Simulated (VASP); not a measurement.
Data:

```
CELL_PARAMETERS angstrom
      4.11615     0.00000     0.00000
      0.00000     4.11615     0.00000
      0.00000     0.00000     4.11615
ATOMIC_POSITIONS crystal
  K  0.00000 0.00000 0.00000
  Zn 0.50000 0.50000 0.50000
  F  0.50000 0.00000 0.50000
  F  0.00000 0.50000 0.50000
  F  0.50000 0.50000 0.00000
```

All values below come from PBE GGA with D4 dispersion, VASP's PBE PAW potentials (set 64) (plane waves; VASP). Settings: 520 eV cut-off, 6×6×6 Γ-centred mesh, Gaussian smearing of 0.050 eV, potentials K_sv Zn F.

Give the energy at these volumes per atom, relative to the lowest: 13.03, 13.45, 13.87, 14.28, 14.70 Å³.

15.3, 4.2, 0.0, 1.6, 8.2 meV/atom. A third-order Birch-Murnaghan fit gives B0 = 72.8 GPa and B0′ = 4.6.

The compound is KZnF3 in the cubic perovskite structure. It was relaxed first.
